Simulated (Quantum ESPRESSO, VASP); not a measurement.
A VASP calculation is set up with these files.

**INCAR**
```
SYSTEM = AlPPt5
PREC = Accurate
ENCUT = 300
EDIFF = 1E-6
NELM = 100
ALGO = Normal
LREAL = .FALSE.
LASPH = .TRUE.
ISMEAR = -1
SIGMA = 0.1
GGA = PS
LMAXMIX = 6
LWAVE = .FALSE.
LCHARG = .FALSE.
ISIF = 2
```

### POSCAR
```
AlPPt5
6.6920380
  0.5737023609   0.0000000000   0.0000000000
  0.0000000000   0.5737023609   0.0000000000
  0.0000000000   0.0000000000   1.0000000000
Al P Pt
1 1 5
Cart
  0.2868511805   0.2868511805   0.0000000000
  0.0000000000   0.0000000000   0.5000000000
  0.0000000000   0.2868511805   0.2870800000
  0.0000000000   0.2868511805   0.7129200000
  0.2868511805   0.0000000000   0.2870800000
  0.2868511805   0.0000000000   0.7129200000
  0.0000000000   0.0000000000   0.0000000000
```

KPOINTS:
```
Automatic
0
gamma
  6 6 4
```

POTCAR, in this order: Al P Pt (PBE.64 set). Program: vasp_std.

Task: Write an input for Quantum ESPRESSO that does the same calculation.

Result: One input that does it (PBEsol, SSSP 1.1.2 efficiency (PBE) pseudopotentials):
```
&CONTROL
  calculation = 'scf',
  prefix = 'AlPPt5',
  outdir = './out',
  pseudo_dir = './',
  tprnfor = .true.,
  tstress = .true.,
/
&SYSTEM
  ibrav = 0,
  nat = 7,
  ntyp = 3,
  ecutwfc = 40,
  ecutrho = 320,
  occupations = 'smearing',
  smearing = 'fermi-dirac',
  degauss = 0.0073499,
  input_dft = 'pbesol',
/
&ELECTRONS
  conv_thr = 1.0d-9,
  mixing_beta = 0.3,
/
ATOMIC_SPECIES
Al    26.9815  Al.pbe-n-kjpaw_psl.1.0.0.UPF
P     30.9738  P.pbe-n-rrkjus_psl.1.0.0.UPF
Pt   195.0840  pt_pbe_v1.4.uspp.F.UPF
CELL_PARAMETERS {bohr}
   7.2551083473     0.0000000000     0.0000000000
   0.0000000000     7.2551083473     0.0000000000
   0.0000000000     0.0000000000    12.6461190356
ATOMIC_POSITIONS {bohr}
Al    3.6275541736    3.6275541736    0.0000000000
P     0.0000000000    0.0000000000    6.3230595178
Pt    0.0000000000    3.6275541736    3.6304478527
Pt    0.0000000000    3.6275541736    9.0156711828
Pt    3.6275541736    0.0000000000    3.6304478527
Pt    3.6275541736    0.0000000000    9.0156711828
Pt    0.0000000000    0.0000000000    0.0000000000
K_POINTS {automatic}
6 6 4  0 0 0
```
The two runs describe the same crystal, functional and task. Each code takes its own potentials, basis and convergence tests.

The structure comes from a computed database's AlPPt5 entry (P4/mmm); how it stands against other phases isn't given here. The cell was not relaxed at this level, and its volume differs by -5.9 % from the start's.
